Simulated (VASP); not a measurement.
Consider the following.

```
GdN
1.0
    2.94000     0.00000     0.00000
    0.00000     2.94000     0.00000
    0.00000     0.00000     2.94000
Gd N
1 1
Cartesian
  0.00000   0.00000   0.00000
  1.47000   1.47000   1.47000
```

Level of theory: PBE GGA, VASP's PBE PAW potentials (set 64) (plane waves; VASP). Settings: 450 eV cut-off, 8×8×8 Γ-centred mesh, Gaussian smearing of 0.050 eV, potentials Gd_3 N.

The 4f electrons are frozen in the core of the lanthanide potential, so 4f levels, which can set the real gap, and their magnetism are missing. At this cut-off the stress carries a Pulay error, which pulls relaxed volumes low.

### Question
Give the stress tensor in GPa (positive for a compressed cell).

### Answer

```
15.70   0.00   0.00
 0.00  15.70   0.00
 0.00   0.00  15.70
```
The pressure is its mean diagonal, 15.70 GPa.

The structure was generated: GdN was put into the CsCl type (Pm-3m), which need not be its known phase. The cell was not relaxed at this level. The run is one of a series of settings (ENCUT = 450 against the base run), some of them coarse on purpose.
